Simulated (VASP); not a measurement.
Consider the following.

```yaml
crystal:
  lattice:
    - [5.79486, 0.00000, 0.00000]
    - [-2.89743, 5.01850, 0.00000]
    - [0.00000, 0.00000, 4.67596]
  atoms:
    - { symbol: W, position: [0.50000, 0.00000, 0.00000] }
    - { symbol: W, position: [0.50000, 0.50000, 0.00000] }
    - { symbol: W, position: [0.00000, 0.50000, 0.00000] }
    - { symbol: Sb, position: [0.00000, 0.00000, 0.00000] }
    - { symbol: Sb, position: [0.33333, 0.66667, 0.50000] }
    - { symbol: Sb, position: [0.66667, 0.33333, 0.50000] }
```

The numbers are results of PBE GGA, VASP's PBE PAW potentials (set 64) (plane waves; VASP), not measurements. Run with 300 eV cut-off, 3×3×3 Γ-centred mesh, Gaussian smearing of 0.27 eV, potentials W_sv Sb.

At this cut-off the stress carries a Pulay error, which pulls relaxed volumes low. Unless said otherwise, spin-orbit coupling is left out, though it shifts the bands of the heavy elements here.

Task: Predict the energy per atom (σ→0), pressure, band gap (on the k-mesh) with the smallest direct gap where there is one.

Result: 
```
Property                                                     Value
------------------------  ----------------------------------------
band gap (on the k-mesh)  none (metal, semimetal or under 0.01 eV)
energy per atom (σ→0)                               -7.892 eV/atom
pressure                                                 -6.51 GPa
```

The structure was generated: SbW was put into an ordered model structure, which need not be its known phase. The cell was not relaxed at this level. The k-mesh is coarse (spacing up to 0.45 per Å, 2π included), so the numbers may not be converged in it. The electron count is odd and the run is not spin-polarised, which forces a metal.
